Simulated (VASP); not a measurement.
# TiSn (P6/mmm) in VASP: a series of runs

The runs below take TiSn through single point, with PBE.

Everything below comes from runs of VASP 6.6.1. Logs are shortened: lines on timing, memory, paths and dates and some standing lists are left out, and cuts for length are marked.

## (1) Starting point

The structure is hexagonal, space group P6/mmm (No. 191). The conventional cell has a = 5.726 Å, b = 5.726 Å, c = 4.805 Å, α = 90.00°, β = 90.00°, γ = 120.00°. Ti (site symmetry mmm) is surrounded by 4 Ti at 2.86 Å and 6 Sn at 2.86 to 2.92 Å. Around Sn (site symmetry -6m2) lie 6 Ti at 2.92 Å and 3 Sn at 3.31 Å. Sn (site symmetry 6/mmm) has 6 Ti at 2.86 Å as nearest neighbours.

The cell was built by a generator and needn't be a form met in nature.

## (2) Single point, PBE

INCAR reads:

```
SYSTEM = TiSn
PREC = Accurate ; ENCUT = 520
EDIFF = 1E-6 ; ISMEAR = 0
SIGMA = 0.1 ; LREAL = .False.
LASPH = .True. ; NELM = 120
ALGO = Normal ; ISIF = 2
LWAVE = .False. ; LCHARG = .False.
GGA = PE ; KPAR = 2
```

KPOINTS reads:

```
regular mesh
0
Gamma
  6 6 6
  0 0 0
```

POSCAR reads:

```
TiSn
1.0
    5.7259880000      0.0000000000      0.0000000000
   -2.8629940000      4.9588510000      0.0000000000
    0.0000000000      0.0000000000      4.8048000000
Ti Sn
3 3
Direct
    0.0000000000      0.5000000000      0.0000000000
    0.5000000000      0.0000000000      0.0000000000
    0.5000000000      0.5000000000      0.0000000000
    0.6666670000      0.3333330000      0.5000000000
    0.3333330000      0.6666670000      0.5000000000
    0.0000000000      0.0000000000      0.0000000000
```

Potentials or basis: VASP PAW PBE potentials, release 64 (Ti_sv, Sn_d).

The run is started by

```
$ cat potpaw_PBE.64/Ti_sv/POTCAR potpaw_PBE.64/Sn_d/POTCAR > POTCAR
$ mpirun -np 2 vasp_std > vasp.out
```

OUTCAR:

```text
SYSTEM = TiSn
   PREC = Accurate
   ENCUT = 520
   EDIFF = 1E-6
   ISMEAR = 0
   LREAL = .False.
   LASPH = .True.
   NELM = 120
   ISIF = 2
   GGA = PE

 ion  position               nearest neighbor table
   1  0.000  0.500  0.000-   2 2.86   6 2.86   6 2.86   2 2.86   3 2.86   3 2.86   5 2.92   5 2.92
                             4 2.92   4 2.92
   2  0.500  0.000  0.000-   1 2.86   3 2.86   3 2.86   1 2.86   6 2.86   6 2.86   5 2.92   5 2.92
                             4 2.92   4 2.92
   3  0.500  0.500  0.000-   2 2.86   6 2.86   2 2.86   6 2.86   1 2.86   1 2.86   5 2.92   5 2.92
                             4 2.92   4 2.92
   4  0.667  0.333  0.500-   2 2.92   2 2.92   1 2.92   1 2.92   3 2.92   3 2.92   5 3.31   5 3.31
                             5 3.31
   5  0.333  0.667  0.500-   2 2.92   2 2.92   1 2.92   1 2.92   3 2.92   3 2.92   4 3.31   4 3.31
                             4 3.31
   6  0.000  0.000  0.000-   1 2.86   3 2.86   1 2.86   3 2.86   2 2.86   2 2.86

  LATTYP: Found a hexagonal cell.
 ALAT       =     5.7259880000
 C/A-ratio  =     0.8391215630

  Lattice vectors:

 A1 = (   5.7259880000,   0.0000000000,   0.0000000000)
 A2 = (  -2.8629940000,   4.9588510000,   0.0000000000)
 A3 = (   0.0000000000,   0.0000000000,   4.8048000000)

Analysis of symmetry for initial positions (statically):
=====================================================================
 Subroutine PRICEL returns:
 Original cell was already a primitive cell.

 Routine SETGRP: Setting up the symmetry group for a
 hexagonal supercell.

 Subroutine GETGRP returns: Found 24 space group operations
 (whereof 24 operations were pure point group operations)
 out of a pool of 24 trial point group operations.

The static configuration has the point symmetry D_6h.

Analysis of symmetry for dynamics (positions and initial velocities):
=====================================================================
 Subroutine PRICEL returns:
 Original cell was already a primitive cell.

 Routine SETGRP: Setting up the symmetry group for a
 hexagonal supercell.

 Subroutine GETGRP returns: Found 24 space group operations
 (whereof 24 operations were pure point group operations)
 out of a pool of 24 trial point group operations.

The dynamic configuration has the point symmetry D_6h.

 Subroutine INISYM returns: Found 24 space group operations
 (whereof 24 operations are pure point group operations),
 and found     1 'primitive' translations

----------------------------------------------------------------------------------------

                                     Primitive cell

  volume of cell :     136.4290

  direct lattice vectors                    reciprocal lattice vectors
     5.725988000  0.000000000  0.000000000     0.174642350  0.100829809  0.000000000
    -2.862994000  4.958851000  0.000000000     0.000000000  0.201659618  0.000000000
     0.000000000  0.000000000  4.804800000     0.000000000  0.000000000  0.208125208

  length of vectors
     5.725988000  5.725987940  4.804800000     0.201659616  0.201659618  0.208125208

  position of ions in fractional coordinates (direct lattice)
     1.000000000  0.500000000  0.000000000
     0.500000000  0.000000000  0.000000000
     0.500000000  0.500000000  0.000000000
     0.666667000  0.333333000  0.500000000
     0.333333000  0.666667000  0.500000000
     0.000000000  0.000000000  0.000000000

  ion indices of the primitive-cell ions
   primitive index   ion index
                 1           1
                 2           2
                 3           3
                 4           4
                 5           5
                 6           6

----------------------------------------------------------------------------------------

 KPOINTS: regular mesh

Automatic generation of k-mesh.
 Grid dimensions read from file:
 generate k-points for:    6    6    6

 Generating k-lattice:

  Cartesian coordinates                     Fractional coordinates (reciprocal lattice)
     0.029107058  0.016804968  0.000000000     0.166666667 -0.000000000  0.000000000
     0.000000000  0.033609936  0.000000000     0.000000000  0.166666667  0.000000000
     0.000000000  0.000000000  0.034687535     0.000000000  0.000000000  0.166666667

  Length of vectors
     0.033609936  0.033609936  0.034687535

  Shift w.r.t. Gamma in fractional coordinates (k-lattice)
     0.000000000  0.000000000  0.000000000

 Subroutine IBZKPT returns following result:
 ===========================================

 Found     28 irreducible k-points:

 Following reciprocal coordinates:
            Coordinates               Weight
  0.000000  0.000000  0.000000      1.000000
  0.166667  0.000000  0.000000      6.000000
  0.333333  0.000000  0.000000      6.000000
  0.500000  0.000000  0.000000      3.000000
  0.166667  0.166667  0.000000      6.000000
  0.333333  0.166667  0.000000     12.000000
[... 16 lines left out ...]
  0.166667  0.000000  0.500000      6.000000
  0.333333  0.000000  0.500000      6.000000
 [... further k-points ...]
   k-points           NKPTS =     28   k-points in BZ     NKDIM =     28   number of bands    NBANDS=     46
   number of dos      NEDOS =    301   number of ions     NIONS =      6
   total plane-waves  NPLWV =  82944
   dimension x,y,z NGX =    48 NGY =   48 NGZ =   36
   dimension x,y,z NGXF=    96 NGYF=   96 NGZF=   72
   ions per type =               3   3
   NGX,Y,Z   is equivalent  to a cutoff of  13.94, 13.94, 12.46 a.u.
   NGXF,Y,Z  is equivalent  to a cutoff of  27.87, 27.87, 24.91 a.u.
 SYSTEM =  TiSn
   PREC   = accura    normal or accurate (medium, high low for compatibility)
   ISTART =      0    job   : 0-new  1-cont  2-samecut
   ICHARG =      2    charge: 1-file 2-atom 10-const
   ISPIN  =      1    spin polarized calculation?
   LNONCOLLINEAR =      F non collinear calculations
   LSORBIT =      F    spin-orbit coupling
   LASPH  =      T    aspherical Exc in radial PAW
   ENCUT  =  520.0 eV  38.22 Ry    6.18 a.u.  10.65 10.65  8.93*2*pi/ulx,y,z
   NELM   =    120;   NELMIN=  2; NELMDL= -5     # of ELM steps
   EDIFF  = 0.1E-05   stopping-criterion for ELM
   LREAL  =      F    real-space projection
   EDIFFG = 0.1E-04   stopping-criterion for IOM
   NSW    =      0    number of steps for IOM
   IBRION =     -1    ionic relax: 0-MD 1-quasi-New 2-CG
   NFREE  =      0    steps in history (QN), initial steepest desc. (CG)
   ISIF   =      2    stress and relaxation
   ISYM   =      2    0-nonsym 1-usesym 2-fastsym
   POTIM  = 0.5000    time-step for ionic-motion
   TEBEG  =    0.0;   TEEND  =   0.0 temperature during run
   PSTRESS=    0.0 pullay stress
   NELECT =      78.0000    total number of electrons
   NUPDOWN=      -1.0000    fix difference up-down
   EMIN   =  10.00;   EMAX   =-10.00  energy-range for DOS
   EFERMI =   0.00;   METHOD = LEGACY
   ISMEAR =     0;   SIGMA  =   0.10  broadening in eV -4-tet -1-fermi 0-gaus
   EFERMI_NEDOS =   21; number of points for ismear=-14 and -15
   IALGO  =     38    algorithm
   IMIX   =      4    mixing-type and parameters
     AMIX     =   0.40;   BMIX     =  1.00
     AMIX_MAG =   1.60;   BMIX_MAG =  1.00
  volume/ion in A,a.u.               =      22.74       153.44
  Fermi-wavevector in a.u.,A,eV,Ry     =   1.358743  2.567653 25.118851  1.846183
  Thomas-Fermi vector in A             =   2.485551
   LORBIT       =      0    0 simple, 1 ext, 2 COOP (PROOUT), +10 PAW based schemes
   GGA     = PE    functional components
   LHFCALC =     F    Hartree Fock is set to
   AEXX    =    0.0000 exact exchange contribution
   IVDW    =     0    specifies the selected vdW correction
   LEPSILON=     F    determine dielectric tensor
   LRPA    =     F    only Hartree local field effects (RPA)
 non-spin polarized calculation
 Gauss-broadening in eV      SIGMA  =   0.10
  energy-cutoff  :      520.00
  volume of cell :      136.43
 maximum number of plane-waves:      3714
 NGX is ok and might be reduce to    48
   NGX = 21   NGY = 21   NGZ = 17

 number of electron      78.0000019 magnetization

 Free energy of the ion-electron system (eV)
  ---------------------------------------------------
  ext. energy  EPLUGINS =         0.00000000
  ---------------------------------------------------
  free energy    TOTEN  =       -36.48992113 eV

  energy without entropy =      -36.44885626  energy(sigma->0) =      -36.46938870

 E-fermi :   7.4821     XC(G=0): -10.5457

 val. band max:        7.4805357882   @ k =   0.3333   0.0000   0.3333
 cond. band min:       7.4905893684   @ k =   0.1667   0.0000   0.3333
 fundamental gap:      0.0100535802
 Fermi energy:         7.4820799783

 k-point     1 :       0.0000    0.0000    0.0000
  band No.  band energies     occupation
      1     -49.2110      2.00000
      2     -49.1381      2.00000
      3     -49.1381      2.00000
      4     -25.6496      2.00000
      5     -25.5880      2.00000
      6     -25.5685      2.00000
[... 38 lines left out ...]
     45       9.8227      0.00000
     46       9.8244      0.00000

 k-point     2 :       0.1667    0.0000    0.0000
  band No.  band energies     occupation
      1     -49.2068      2.00000
      2     -49.1424      2.00000
      3     -49.1381      2.00000
      4     -25.6240      2.00000
      5     -25.5839      2.00000
      6     -25.5629      2.00000
[... 38 lines left out ...]
     45       9.7932      0.00000
     46       9.8102      0.00000

 k-point     3 :       0.3333    0.0000    0.0000
  band No.  band energies     occupation
      1     -49.1957      2.00000
      2     -49.1536      2.00000
      3     -49.1381      2.00000
      4     -25.5925      2.00000
      5     -25.5733      2.00000
      6     -25.5328      2.00000
[... 1018 lines left out ...]
     45       9.4592      0.00000
     46       9.5154      0.00000

 k-point    24 :       0.3333    0.0000    0.5000
  band No.  band energies     occupation
      1     -49.1956      2.00000
      2     -49.1536      2.00000
      3     -49.1381      2.00000
      4     -25.5916      2.00000
      5     -25.5770      2.00000
      6     -25.5335      2.00000
[... 38 lines left out ...]
     45       9.1852      0.00000
     46       9.5327      0.00000

 [... further k-points ...]

------------------------ aborting loop because EDIFF is reached ----------------------------------------

  FORCE on cell =-STRESS in cart. coord.  units (eV):
  Direction    XX          YY          ZZ          XY          YZ          ZX
  --------------------------------------------------------------------------------------
  -------------------------------------------------------------------------------------
  Total        0.0020666      0.0020666      0.0010407      0.0000000      0.0000000     -0.0000000
  in kB        0.0242696      0.0242696      0.0122211      0.0000000      0.0000000     -0.0000000
  external PRESSURE =       0.0202534 kB  Pullay stress =       0.0000000 kB

 VOLUME and BASIS-vectors are now :
 -----------------------------------------------------------------------------
  energy-cutoff  :      520.00
  volume of cell :      136.43
      direct lattice vectors                 reciprocal lattice vectors
     5.725988000  0.000000000  0.000000000     0.174642350  0.100829809  0.000000000
    -2.862994000  4.958851000  0.000000000     0.000000000  0.201659618  0.000000000
     0.000000000  0.000000000  4.804800000     0.000000000  0.000000000  0.208125208

 POSITION                                       TOTAL-FORCE (eV/Angst)
 -----------------------------------------------------------------------------------
     -1.43150      2.47943      0.00000        -0.000000      0.000000      0.000000
      2.86299      0.00000      0.00000         0.000000      0.000000      0.000000
      1.43150      2.47943      0.00000         0.000000      0.000000      0.000000
      2.86300      1.65295      2.40240        -0.000000      0.000000      0.000000
     -0.00000      3.30590      2.40240        -0.000000     -0.000000      0.000000
      0.00000      0.00000      0.00000        -0.000000      0.000000      0.000000
 -----------------------------------------------------------------------------------
    total drift:                                0.000000      0.000000      0.000000

  FREE ENERGIE OF THE ION-ELECTRON SYSTEM (eV)
  ---------------------------------------------------
  free  energy   TOTEN  =       -36.4899211326 eV

  energy  without entropy=      -36.4488562620  energy(sigma->0) =      -36.46938870
```

It took 1.7 min on 2 MPI ranks of Intel Xeon Platinum 8259CL at 2.50GHz (Skylake/Cascade Lake), shared host; peak memory 0.34 GiB.

Results:

- Free energy: -36.4899 eV
- Pressure: 0.0 GPa
- Band gap on the k mesh: none (metal or under the smearing width)

## (3) Single point, PBE, collinear spin, ferromagnetic start

INCAR reads:

```
SYSTEM = TiSn
PREC = Accurate ; ENCUT = 520
EDIFF = 1E-6 ; ISMEAR = 0
SIGMA = 0.1 ; LREAL = .False.
LASPH = .True. ; NELM = 150
ALGO = Normal ; ISIF = 2
LWAVE = .False. ; LCHARG = .False.
ISPIN = 2 ; MAGMOM = 1.5 1.5 1.5 0 0 0
LORBIT = 11 ; LMAXMIX = 4
GGA = PE ; KPAR = 2
```

KPOINTS is that of step 2.

POSCAR is that of step 2.

Potentials or basis: VASP PAW PBE potentials, release 64 (Ti_sv, Sn_d).

The run is started by

```
$ cat potpaw_PBE.64/Ti_sv/POTCAR potpaw_PBE.64/Sn_d/POTCAR > POTCAR
$ mpirun -np 2 vasp_std > vasp.out
```

It took 4.6 min on 2 MPI ranks of Intel Xeon Platinum 8259CL at 2.50GHz (Skylake/Cascade Lake), shared host; peak memory 0.49 GiB.

Results (log left out):

```yaml
Free_energy: -36.5010 eV
Pressure: 0.2 GPa
Band_gap_on_the_k_mesh: none (metal or under the smearing width)
Net_moment: 1.18 μB per cell
Site_moments: Ti +0.30; Sn -0.01, -0.00 μB
Valence_electrons_inside_the_program's_atomic_spheres: Ti 10.24; Sn 12.36, 12.39
```

Stress tensor (GPa, compression positive):
```
0.04 0.00 0.00
0.00 0.04 0.00
0.00 0.00 0.38
```

Levels at points of the mesh, in eV from the Fermi level:
Spin up:
```csv
k point,band 37,band 38,band 39,band 40,band 41,band 42,band 43,band 44
"(0.00, 0.00, 0.00)",-1.56,-0.69,-0.69,-0.04,-0.04,1.95,1.95,1.96
"(0.50, 0.00, 0.00)",-0.98,-0.95,-0.40,0.01,0.59,1.01,1.08,1.95
"(0.00, 0.00, 0.50)",-1.11,-0.80,-0.74,-0.74,-0.59,0.34,1.06,1.06
"(0.50, 0.00, 0.50)",-0.37,0.16,0.28,0.37,0.38,0.67,0.83,1.04
```
Spin down:
```
           k point  band 36  band 37  band 38  band 39  band 40  band 41
(0.00, 0.00, 0.00)    -1.46    -1.46    -0.22    -0.22     0.16     0.16
(0.50, 0.00, 0.00)    -0.88    -0.82    -0.80     0.08     0.50     0.79
(0.00, 0.00, 0.50)    -0.68    -0.62    -0.62    -0.57    -0.57    -0.37
(0.50, 0.00, 0.50)    -1.62     0.04     0.50     0.52     0.53     0.85
```
